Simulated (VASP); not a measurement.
CaZr2N2:

```
CELL_PARAMETERS angstrom
-1.79405 2.19445 5.11954
3.34264 -4.60204 10.25023
1.78415 2.29346 -5.16565
ATOMIC_POSITIONS crystal
Ca 0.00864 0.00137 0.00249
Ca 0.99139 0.49776 0.99290
Zr 0.68907 0.35868 0.01843
Zr 0.68103 0.84514 0.00062
Zr 0.31740 0.16571 0.03631
Zr 0.29171 0.65744 0.97922
N 0.84071 0.16896 0.51429
N 0.82806 0.66311 0.50775
N 0.18291 0.35050 0.52442
N 0.17652 0.84100 0.49649
```

The cell was built by a generator and needn't be a form met in nature.

| Property | Result |
| --- | --- |
| Program | VASP 6.6.1 |
| Task | relaxation of cell and atoms |
| Functional | PBE |
| Potentials or basis | VASP PAW PBE potentials, release 64 (Ca_sv, Zr_sv, N) |
| Cutoff | 520 eV |
| k mesh | 4 × 4 × 4 |
| Occupations | gaussian, width 0.15 eV |
| Spin | no spin polarisation |

At the start: pressure 5.7 GPa; volume 15.88 Å³/atom.

Q: Where does the relaxation end?

A: Over 13 steps the energy falls by 51.2 meV/atom and the volume is 16.46 Å³/atom (+3.6 %); space group Immm (No. 71, to 0.05 Å).

Step by step:
| step | energy change (eV) | largest force (eV/Å) | pressure (GPa) | volume (Å³) |
| --- | --- | --- | --- | --- |
| 1 | 0.0000 | 2.0491 | 5.65 | 158.83 |
| 2 | -0.2223 | 0.8087 | -7.31 | 172.03 |
| 3 | -0.3478 | 0.9435 | -2.99 | 166.75 |
| 4 | -0.4884 | 0.2992 | 0.86 | 163.29 |
| 5 | -0.4890 | 0.2735 | 0.56 | 163.49 |
| 6 | -0.5045 | 0.1590 | -0.07 | 164.37 |
| 7 | -0.5066 | 0.1181 | -0.41 | 164.86 |
| 8 | -0.5099 | 0.0742 | 0.48 | 164.19 |
| 9 | -0.5101 | 0.0716 | 0.31 | 164.31 |
| 10 | -0.5118 | 0.0371 | -0.06 | 164.79 |
| 11 | -0.5118 | 0.0358 | -0.08 | 164.79 |
| 12 | -0.5118 | 0.0382 | -0.10 | 164.77 |
| 13 | -0.5120 | 0.0258 | 0.08 | 164.63 |

Final structure:
```
Ca Zr N
1.0
    -1.72996    2.26466    5.26270
     3.44861   -4.52845   10.52105
     1.72995    2.26425   -5.26246
Ca Zr N
2 4 4
Direct
  0.00130 0.00483 0.00735
  0.00024 0.50466 0.00618
  0.68933 0.34932 0.00733
  0.68949 0.84926 0.00710
  0.31220 0.16097 0.00813
  0.31179 0.66062 0.00724
  0.82038 0.16511 0.50789
  0.82033 0.66482 0.50715
  0.18100 0.34475 0.50679
  0.18138 0.84534 0.50778
```

Caveat: the k mesh is coarse (spacing up to 0.58 Å⁻¹), so the values aren't converged.
